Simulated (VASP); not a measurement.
# A VASP study of BaMnO3 (PBEsol + U): structure first, properties next, part 4 of 7

What structure and properties does PBEsol + U give BaMnO3, and how near are they to the measured ones? The start is a computed cell from the Materials Project.

VASP 6.6.1; PBEsol, DFT+U (Mn d 3 eV), spin-polarised from a ferromagnetic start; plane waves and PAW (Ba_sv, Mn_pv, O).

Still holding for the runs below: The magnetic state follows from one typed start and may not be the lowest. The valence top and the conduction bottom belong to opposite spins.

So far, gap on the k-mesh (eV): step 2 (full relaxation (PBEsol + U)) 1.45. The relaxed cell has a = 5.690, c = 4.906 Å (conventional setting).

### 4. Band structure (PBEsol + U)

The mesh alone shows little of the dispersion and can miss band extrema, so KPOINTS_OPT adds a path through the symmetry points after the self-consistent cycle.

INCAR reads:

```
SYSTEM = BaMnO3
PREC = Accurate
ENCUT = 520
EDIFF = 1E-06
NELM = 100
ISMEAR = 0
SIGMA = 0.05
LREAL = .FALSE.
ALGO = Normal
GGA = PS
NBANDS = 74
ISPIN = 2
MAGMOM = 0.004 0.004 2.948 2.948 -0.01 -0.01 -0.01 -0.01 -0.01 -0.01
LDAU = .TRUE.
LDAUTYPE = 2
LDAUL = -1 2 -1
LDAUU = 0 3 0
LDAUJ = 0 0 0
LDAUPRINT = 1
LASPH = .TRUE.
LMAXMIX = 4
LORBIT = 11
LWAVE = .FALSE.
LCHARG = .FALSE.
KPAR = 8
```

POSCAR reads:

```
BaMnO3
1.0
    5.6901590181      0.0000000000      0.0000000000
   -2.8450795090      4.9278222612      0.0000000000
    0.0000000000      0.0000000000      4.9062123212
Ba Mn O
2 2 6
Direct
    0.6666666700      0.3333333300      0.7585902999
    0.3333333300      0.6666666700      0.2585902899
    0.0000000000      0.0000000000      0.4606617244
    0.0000000000      0.0000000000      0.9606617244
    0.1485262014      0.8514737986      0.7089546786
    0.1485261914      0.2970523927      0.7089546786
    0.7029476073      0.8514737986      0.7089546786
    0.8514737986      0.1485261914      0.2089546786
    0.8514737986      0.7029476073      0.2089546786
    0.2970523927      0.1485262014      0.2089546786
```

KPOINTS reads:

```
Automatic mesh
0
Gamma
5 5 5
0 0 0
```

KPOINTS_OPT reads:

```
Line mode
12
Line-mode
Reciprocal
  0.00000000   0.00000000   0.00000000 GAMMA
  0.50000000   0.00000000   0.00000000 M

  0.50000000   0.00000000   0.00000000 M
  0.33333333   0.33333333   0.00000000 K

  0.33333333   0.33333333   0.00000000 K
  0.00000000   0.00000000   0.00000000 GAMMA

  0.00000000   0.00000000   0.00000000 GAMMA
  0.00000000   0.00000000   0.50000000 A

  0.00000000   0.00000000   0.50000000 A
  0.50000000   0.00000000   0.50000000 L

  0.50000000   0.00000000   0.50000000 L
  0.33333333   0.33333333   0.50000000 H

  0.33333333   0.33333333   0.50000000 H
  0.00000000   0.00000000   0.50000000 A

  0.50000000   0.00000000   0.50000000 L
  0.50000000   0.00000000   0.00000000 M

  0.33333333   0.33333333   0.00000000 K
  0.33333333   0.33333333   0.50000000 H
```

PAW data sets: Ba_sv, Mn_pv and O (PBE family, release 64).

Launch:

```bash
mpirun -np 8 vasp_std
```

Log:

```text
[banner, memory and clock lines left out]
running    8 mpi-ranks, on    1 nodes
 distrk:  each k-point on    1 cores,    8 groups
 distr:  one band on    1 cores,    1 groups

 POSCAR found type information on POSCAR BaMnO
 POSCAR found :  3 types and      10 ions
 [... a notice as in an earlier step ...]

 [... a notice as in an earlier step ...]

 LDA part: xc-table for (Slater+PW92), standard interpolation
 POSCAR, INCAR and KPOINTS ok, starting setup
 FFT: planning ... GRIDC
 FFT: planning ... GRID_SOFT
 FFT: planning ... GRID
 WAVECAR not read
 entering main loop
       N       E                     dE             d eps       ncg     rms          rms(c)
DAV:   1     0.847475001492E+03    0.84748E+03   -0.38804E+04  4456   0.117E+03
DAV:   2    -0.549765453841E+01   -0.85297E+03   -0.78201E+03  4544   0.343E+02
DAV:   3    -0.879295772096E+02   -0.82432E+02   -0.79934E+02  5144   0.119E+02
DAV:   4    -0.909160052437E+02   -0.29864E+01   -0.29611E+01  6080   0.186E+01
DAV:   5    -0.909609112097E+02   -0.44906E-01   -0.44882E-01  5240   0.223E+00    0.458E+01
DAV:   6    -0.884090960928E+02    0.25518E+01   -0.76961E+01  5550   0.664E+01    0.659E+01
DAV:   7    -0.747102649660E+02    0.13699E+02   -0.62601E+01  5132   0.698E+01    0.189E+01
DAV:   8    -0.730195395056E+02    0.16907E+01   -0.51723E+00  5264   0.136E+01    0.101E+01
DAV:   9    -0.735386052263E+02   -0.51907E+00   -0.10679E+00  5812   0.708E+00    0.535E+00
DAV:  10    -0.736753040770E+02   -0.13670E+00   -0.33217E-01  5318   0.312E+00    0.293E+00
DAV:  11    -0.736836703636E+02   -0.83663E-02   -0.13774E-01  5034   0.215E+00    0.122E+00
DAV:  12    -0.736868006203E+02   -0.31303E-02   -0.10221E-02  4964   0.623E-01    0.401E-01
DAV:  13    -0.736884199043E+02   -0.16193E-02   -0.16930E-03  5094   0.228E-01    0.170E-01
DAV:  14    -0.736885158627E+02   -0.95958E-04   -0.43647E-04  5210   0.168E-01    0.859E-02
DAV:  15    -0.736886343777E+02   -0.11852E-03   -0.11822E-04  5172   0.550E-02    0.292E-02
DAV:  16    -0.736886437462E+02   -0.93684E-05   -0.12679E-05  4858   0.202E-02    0.219E-02
DAV:  17    -0.736886458444E+02   -0.20983E-05   -0.30289E-06  4388   0.133E-02    0.782E-03
DAV:  18    -0.736886458606E+02   -0.16173E-07   -0.51791E-07  2680   0.505E-03
   1 F= -.73688646E+02 E0= -.73688646E+02  d E =-.420512E-14  mag=     6.0001
 Start KPOINTS_OPT (optional k-point list driver)
k-point batch [1-15\108]
       N       E                     dE             ncg
DAV:   1     0.120704747399E+03   -0.14488E+05     4456
DAV:   2    -0.119868149778E+05   -0.12108E+05     4624
DAV:   3    -0.131377186399E+05   -0.11509E+04     5034
DAV:   4    -0.131835171227E+05   -0.45798E+02     6324
DAV:   5    -0.131840625439E+05   -0.54542E+00     5272
DAV:   6    -0.131840716587E+05   -0.91148E-02     5436
DAV:   7    -0.131840719178E+05   -0.25912E-03     5240
DAV:   8    -0.131840719261E+05   -0.83390E-05     4724
DAV:   9    -0.131840719264E+05   -0.28451E-06     3592
[...]
k-point batch [106-108\108]
       N       E                     dE             ncg
DAV:   1     0.228384660477E+05   -0.69954E+04      888
DAV:   2     0.204044188075E+05   -0.24340E+04      920
DAV:   3     0.201713737281E+05   -0.23305E+03      996
DAV:   4     0.201620280247E+05   -0.93457E+01     1152
DAV:   5     0.201618711873E+05   -0.15684E+00     1056
DAV:   6     0.201618682569E+05   -0.29304E-02     1048
DAV:   7     0.201618681754E+05   -0.81527E-04     1048
DAV:   8     0.201618681729E+05   -0.24643E-05      968
DAV:   9     0.201618681728E+05   -0.68379E-07      704
```

The job ended after 2.6 min (8 MPI ranks of AMD EPYC 9R45, shared host; peak memory 4.7 GiB; 21 min of CPU time).

OUTCAR, selected parts (step 4):

```text
 Found     15 irreducible k-points:

   k-points           NKPTS =     15   k-points in BZ     NKDIM =     15   number of bands    NBANDS=     74

   NELECT =      82.0000    total number of electrons

atom =   3  type =  2  l = 2

 onsite density matrix

spin component  1

  0.8341 -0.0000 -0.0000  0.1959  0.0000
 -0.0000  0.6492 -0.0000  0.0000  0.1959
 -0.0000 -0.0000  0.9716 -0.0000 -0.0000
  0.1959  0.0000 -0.0000  0.6492  0.0000
  0.0000  0.1959 -0.0000  0.0000  0.8341

spin component  2

  0.1732  0.0000 -0.0000 -0.1123 -0.0000
  0.0000  0.2790  0.0000  0.0000 -0.1123
 -0.0000  0.0000  0.1345  0.0000 -0.0000
 -0.1123  0.0000  0.0000  0.2790 -0.0000
 -0.0000 -0.1123 -0.0000 -0.0000  0.1732

 occupancies and eigenvectors

  o =  0.1020  v =  0.0000  0.0000  0.0000  0.0000  0.0000  0.3323 -0.4925 -0.0000  0.2108 -0.7763      0.0000  0.0000  0.0000  0.0000  0.0000  0.0000  0.0000  0.0000  0.0000  0.0000
  o =  0.1020  v =  0.0000  0.0000  0.0000  0.0000  0.0000  0.7763  0.2108  0.0000  0.4925  0.3323      0.0000  0.0000  0.0000  0.0000  0.0000  0.0000  0.0000  0.0000  0.0000  0.0000
  o =  0.1345  v =  0.0000  0.0000  0.0000  0.0000  0.0000  0.0000  0.0000 -1.0000  0.0000  0.0000      0.0000  0.0000  0.0000  0.0000  0.0000  0.0000  0.0000  0.0000  0.0000  0.0000
  o =  0.3502  v =  0.0000  0.0000  0.0000  0.0000  0.0000  0.2107  0.7763  0.0000 -0.3322 -0.4925      0.0000  0.0000  0.0000  0.0000  0.0000  0.0000  0.0000  0.0000  0.0000  0.0000
  o =  0.3502  v =  0.0000  0.0000  0.0000  0.0000  0.0000 -0.4925  0.3322  0.0000  0.7763 -0.2107      0.0000  0.0000  0.0000  0.0000  0.0000  0.0000  0.0000  0.0000  0.0000  0.0000
  o =  0.5250  v = -0.2106 -0.7765  0.0000  0.3323  0.4922  0.0000  0.0000  0.0000  0.0000  0.0000      0.0000  0.0000  0.0000  0.0000  0.0000  0.0000  0.0000  0.0000  0.0000  0.0000
  o =  0.5250  v = -0.4922  0.3323 -0.0000  0.7765 -0.2106  0.0000  0.0000  0.0000  0.0000  0.0000      0.0000  0.0000  0.0000  0.0000  0.0000  0.0000  0.0000  0.0000  0.0000  0.0000
  o =  0.9583  v =  0.3323 -0.4922 -0.0000  0.2106 -0.7765  0.0000  0.0000  0.0000  0.0000  0.0000      0.0000  0.0000  0.0000  0.0000  0.0000  0.0000  0.0000  0.0000  0.0000  0.0000
  o =  0.9583  v =  0.7765  0.2106  0.0000  0.4922  0.3323  0.0000  0.0000  0.0000  0.0000  0.0000      0.0000  0.0000  0.0000  0.0000  0.0000  0.0000  0.0000  0.0000  0.0000  0.0000
  o =  0.9716  v = -0.0000 -0.0000  1.0000 -0.0000 -0.0000  0.0000  0.0000  0.0000  0.0000  0.0000      0.0000  0.0000  0.0000  0.0000  0.0000  0.0000  0.0000  0.0000  0.0000  0.0000

atom =   4  type =  2  l = 2

 onsite density matrix

spin component  1

  0.8341  0.0000 -0.0000 -0.1959  0.0000
  0.0000  0.6492  0.0000  0.0000 -0.1959
 -0.0000  0.0000  0.9716  0.0000 -0.0000
 -0.1959  0.0000  0.0000  0.6492 -0.0000
  0.0000 -0.1959 -0.0000 -0.0000  0.8341

spin component  2

  0.1732 -0.0000 -0.0000  0.1123 -0.0000
 -0.0000  0.2790 -0.0000  0.0000  0.1123
 -0.0000 -0.0000  0.1345 -0.0000 -0.0000
  0.1123  0.0000 -0.0000  0.2790  0.0000
 -0.0000  0.1123 -0.0000  0.0000  0.1732

 occupancies and eigenvectors

  o =  0.1020  v =  0.0000  0.0000  0.0000  0.0000  0.0000  0.3325  0.4924 -0.0000 -0.2109 -0.7762      0.0000  0.0000  0.0000  0.0000  0.0000  0.0000  0.0000  0.0000  0.0000  0.0000
  o =  0.1020  v =  0.0000  0.0000  0.0000  0.0000  0.0000  0.7762 -0.2109  0.0000 -0.4924  0.3325      0.0000  0.0000  0.0000  0.0000  0.0000  0.0000  0.0000  0.0000  0.0000  0.0000
  o =  0.1345  v =  0.0000  0.0000  0.0000  0.0000  0.0000  0.0000 -0.0000 -1.0000 -0.0000  0.0000      0.0000  0.0000  0.0000  0.0000  0.0000  0.0000  0.0000  0.0000  0.0000  0.0000
  o =  0.3502  v =  0.0000  0.0000  0.0000  0.0000  0.0000  0.2107 -0.7763  0.0000  0.3322 -0.4925      0.0000  0.0000  0.0000  0.0000  0.0000  0.0000  0.0000  0.0000  0.0000  0.0000
  o =  0.3502  v =  0.0000  0.0000  0.0000  0.0000  0.0000 -0.4925 -0.3322  0.0000 -0.7763 -0.2107      0.0000  0.0000  0.0000  0.0000  0.0000  0.0000  0.0000  0.0000  0.0000  0.0000
  o =  0.5250  v = -0.2106  0.7765  0.0000 -0.3323  0.4922  0.0000  0.0000  0.0000  0.0000  0.0000      0.0000  0.0000  0.0000  0.0000  0.0000  0.0000  0.0000  0.0000  0.0000  0.0000
  o =  0.5250  v = -0.4922 -0.3323 -0.0000 -0.7765 -0.2106  0.0000  0.0000  0.0000  0.0000  0.0000      0.0000  0.0000  0.0000  0.0000  0.0000  0.0000  0.0000  0.0000  0.0000  0.0000
  o =  0.9583  v =  0.3323  0.4922 -0.0000 -0.2106 -0.7765  0.0000  0.0000  0.0000  0.0000  0.0000      0.0000  0.0000  0.0000  0.0000  0.0000  0.0000  0.0000  0.0000  0.0000  0.0000
  o =  0.9583  v =  0.7765 -0.2106  0.0000 -0.4922  0.3323  0.0000  0.0000  0.0000  0.0000  0.0000      0.0000  0.0000  0.0000  0.0000  0.0000  0.0000  0.0000  0.0000  0.0000  0.0000
  o =  0.9716  v = -0.0000  0.0000  1.0000  0.0000 -0.0000  0.0000  0.0000  0.0000  0.0000  0.0000      0.0000  0.0000  0.0000  0.0000  0.0000  0.0000  0.0000  0.0000  0.0000  0.0000

 E-fermi :   3.0548

 spin component 1
 k-point     1 :       0.0000    0.0000    0.0000
  band No.  band energies     occupation
    ...
     40       2.3071      1.00000
     41       2.3071      1.00000
     42       2.6347      1.00000
     43       2.8062      1.00000
     44       2.8062      1.00000
     45       5.1209      0.00000
     46       5.1209      0.00000
     47       6.0403      0.00000
     48       6.0403      0.00000
     49       8.7287      0.00000
    ...

 k-point     2 :       0.2000   -0.0000    0.0000
  band No.  band energies     occupation
    ...
     40       2.0732      1.00000
     41       2.2272      1.00000
     42       2.5433      1.00000
     43       2.5758      1.00000
     44       2.7807      1.00000
     45       5.2036      0.00000
     46       5.2396      0.00000
     47       5.7460      0.00000
     48       6.0238      0.00000
     49       8.9051      0.00000
    ...

 k-point     3 :       0.4000   -0.0000    0.0000
  band No.  band energies     occupation
    ...
     40       2.0537      1.00000
     41       2.1768      1.00000
     42       2.2558      1.00000
     43       2.3233      1.00000
     44       2.7307      1.00000
     45       5.3304      0.00000
     46       5.3487      0.00000
     47       5.4184      0.00000
     48       6.0100      0.00000
     49       8.8706      0.00000
    ...

 k-point     4 :       0.2000    0.2000    0.0000
  band No.  band energies     occupation
    ...
     40       2.0392      1.00000
     41       2.0603      1.00000
     42       2.2923      1.00000
     43       2.4768      1.00000
     44       2.6699      1.00000
     45       5.3078      0.00000
     46       5.3789      0.00000
     47       5.5182      0.00000
     48       5.9124      0.00000
     49       8.8002      0.00000
    ...

  Total        0.0103522      0.0103522     -0.0150500      0.0000000      0.0000000      0.0000000
  in kB        0.1205634      0.1205634     -0.1752753      0.0000000      0.0000000      0.0000000
  external PRESSURE =       0.0219505 kB  Pullay stress =       0.0000000 kB

 POSITION                                       TOTAL-FORCE (eV/Angst)
 -----------------------------------------------------------------------------------
      2.84508      1.64261      3.72181        -0.000000      0.000000      0.000103
     -0.00000      3.28521      1.26870        -0.000000      0.000000      0.000103
      0.00000      0.00000      2.26010        -0.000000     -0.000000     -0.007329
      0.00000      0.00000      4.71321        -0.000000      0.000000     -0.007329
     -1.57737      4.19591      3.47828        -0.002340      0.001351      0.002409
     -0.00000      1.46382      3.47828        -0.000000     -0.002702      0.002409
      1.57737      4.19591      3.47828         0.002340      0.001351      0.002409
      4.42245      0.73191      1.02518         0.002340     -0.001351      0.002409
      2.84508      3.46400      1.02518         0.000000      0.002702      0.002409
      1.26771      0.73191      1.02518        -0.002340     -0.001351      0.002409
 -----------------------------------------------------------------------------------
    total drift:                                0.000078      0.000049     -0.000352

  FREE ENERGIE OF THE ION-ELECTRON SYSTEM (eV)
  ---------------------------------------------------
  free  energy   TOTEN  =       -73.6886458606 eV

  energy  without entropy=      -73.6886458606  energy(sigma->0) =      -73.68864586

[... 10 parts as in an earlier step ...]

[... 9 further parts left out ...]
```

This step gave:

```yaml
bands: 74
fermi_energy: 3.055 eV
pressure: 0.002195 GPa
moment_of_the_cell_from_the_last_line_of_the_log: 6.000 μB
least_gap_on_mesh_and_path: 1.451 eV
least_direct_gap_on_mesh_and_path: 1.480 eV
```

Spin up. Electronic bands along the path, in eV, zero at the valence-band top; v1 is the highest filled band, c1 the lowest empty one:

```
          point     v4     v3     v2     v1    c1    c2    c3    c4
              Γ  -0.50  -0.17   0.00   0.00  2.31  2.31  3.23  3.23
0.45 of the way  -0.59  -0.29  -0.28  -0.03  2.42  2.46  2.87  3.21
              M  -0.60  -0.60  -0.56  -0.09  2.46  2.57  2.64  3.20
0.45 of the way  -0.75  -0.55  -0.48  -0.17  2.51  2.62  2.63  3.09
              K  -0.75  -0.54  -0.36  -0.36  2.60  2.60  2.82  2.82
0.45 of the way  -0.72  -0.48  -0.30  -0.11  2.48  2.55  2.75  3.13
              Γ  -0.50  -0.17   0.00   0.00  2.31  2.31  3.23  3.23
0.55 of the way  -0.45  -0.33  -0.14  -0.14  2.58  2.58  2.90  2.90
              A  -0.33  -0.33  -0.33  -0.33  2.62  2.62  2.62  2.62
0.45 of the way  -0.51  -0.51  -0.38  -0.38  2.53  2.53  2.64  2.64
              L  -0.65  -0.65  -0.46  -0.46  2.39  2.39  2.64  2.64
0.45 of the way  -0.64  -0.64  -0.50  -0.50  2.41  2.41  2.61  2.61
              H  -0.63  -0.63  -0.55  -0.55  2.43  2.43  2.58  2.58
0.45 of the way  -0.59  -0.59  -0.43  -0.43  2.49  2.49  2.62  2.62
              A  -0.33  -0.33  -0.33  -0.33  2.62  2.62  2.62  2.62
      jump to L  -0.65  -0.65  -0.46  -0.46  2.39  2.39  2.64  2.64
0.45 of the way  -0.75  -0.59  -0.57  -0.20  2.31  2.59  2.67  2.84
              M  -0.60  -0.60  -0.56  -0.09  2.46  2.57  2.64  3.20
      jump to K  -0.75  -0.54  -0.36  -0.36  2.60  2.60  2.82  2.82
0.55 of the way  -0.65  -0.58  -0.43  -0.43  2.42  2.42  2.77  2.77
              H  -0.63  -0.63  -0.55  -0.55  2.43  2.43  2.58  2.58
```

Of the projections kept (Ba, Mn, O), the largest for each band there; the rest of the weight can lie on other orbitals:

```
point       v4      v3      v2      v1       c1       c2       c3       c4
    Γ   O 0.94  O 1.00  O 0.58  O 0.58  Mn 0.57  Mn 0.57  Mn 0.55  Mn 0.55
    M  Mn 0.51  O 0.93  O 0.91  O 0.57  Mn 0.64  Mn 0.56  Mn 0.56  Mn 0.56
    K   O 0.95  O 0.95  O 0.52  O 0.52  Mn 0.57  Mn 0.57  Mn 0.59  Mn 0.59
    Γ   O 0.94  O 1.00  O 0.58  O 0.58  Mn 0.57  Mn 0.57  Mn 0.55  Mn 0.55
    A   O 0.83  O 0.83  O 0.83  O 0.83  Mn 0.58  Mn 0.58  Mn 0.58  Mn 0.58
    L   O 0.53  O 0.53  O 0.79  O 0.79  Mn 0.62  Mn 0.62  Mn 0.58  Mn 0.58
```

Spin down. The electronic bands at the labelled points (eV, zero at the valence-band top; v1 is the highest filled band, c1 the lowest empty one):

```
          point     v4     v3     v2     v1    c1    c2    c3    c4
              Γ  -0.79  -0.50  -0.50  -0.03  1.45  2.54  2.54  3.40
0.45 of the way  -0.99  -0.80  -0.57  -0.15  1.59  2.60  2.63  3.39
              M  -1.19  -0.81  -0.59  -0.37  1.70  2.68  2.73  3.42
0.45 of the way  -1.31  -0.81  -0.75  -0.38  1.73  2.69  2.73  3.45
              K  -1.16  -1.16  -0.81  -0.41  1.78  2.71  2.71  3.53
0.45 of the way  -1.13  -0.80  -0.69  -0.25  1.66  2.64  2.68  3.42
              Γ  -0.79  -0.50  -0.50  -0.03  1.45  2.54  2.54  3.40
0.55 of the way  -0.73  -0.44  -0.44  -0.19  2.04  2.91  2.91  3.35
              A  -0.55  -0.55  -0.47  -0.47  2.98  2.98  3.20  3.20
0.45 of the way  -0.71  -0.71  -0.57  -0.57  3.02  3.02  3.18  3.18
              L  -0.91  -0.91  -0.67  -0.67  3.03  3.03  3.21  3.21
0.45 of the way  -0.94  -0.94  -0.75  -0.75  3.05  3.05  3.16  3.16
              H  -0.99  -0.99  -0.92  -0.92  3.05  3.05  3.14  3.14
0.45 of the way  -0.80  -0.80  -0.67  -0.67  3.06  3.06  3.14  3.14
              A  -0.55  -0.55  -0.47  -0.47  2.98  2.98  3.20  3.20
      jump to L  -0.91  -0.91  -0.67  -0.67  3.03  3.03  3.21  3.21
0.45 of the way  -1.18  -1.11  -0.58  -0.56  2.28  2.93  2.98  3.30
              M  -1.19  -0.81  -0.59  -0.37  1.70  2.68  2.73  3.42
      jump to K  -1.16  -1.16  -0.81  -0.41  1.78  2.71  2.71  3.53
0.55 of the way  -1.21  -0.92  -0.92  -0.63  2.35  2.94  2.94  3.37
              H  -0.99  -0.99  -0.92  -0.92  3.05  3.05  3.14  3.14
```

Of the projections kept (Ba, Mn, O), the largest for each band there; the rest of the weight can lie on other orbitals:

```
point      v4      v3      v2      v1       c1       c2       c3       c4
    Γ  O 0.94  O 0.94  O 0.94  O 1.00  Mn 0.89  Mn 0.95  Mn 0.95  Mn 0.77
    M  O 0.91  O 0.95  O 0.93  O 0.95  Mn 0.85  Mn 0.99  Mn 0.99  Mn 0.86
    K  O 0.91  O 0.91  O 0.95  O 0.95  Mn 0.83  Mn 0.99  Mn 0.99  Mn 0.84
    Γ  O 0.94  O 0.94  O 0.94  O 1.00  Mn 0.89  Mn 0.95  Mn 0.95  Mn 0.77
    A  O 0.93  O 0.93  O 1.00  O 1.00  Mn 0.87  Mn 0.87  Mn 0.88  Mn 0.88
    L  O 0.91  O 0.91  O 0.94  O 0.94  Mn 0.89  Mn 0.89  Mn 0.86  Mn 0.86
```

The path finds the gap of the mesh within 0.02 eV, so the mesh comes close to both band edges.

(Continued in part 5 of 7.)

[Lines on the potential files, build, host, timing and source positions are cut from VASP's logs without a mark.]

[Logs are printed without paths, hosts, clocks, repeated set-up lines and the standing remarks that a program may print on its own settings, such as how far it seeks lower states.]

[Hosts, paths, dates, database ids (printed as entryN), source tags and the programs' standing remarks are cut or masked in the printed files.]

[A measured line is paired with the nearest computed mode of its activity, which favours agreement.]
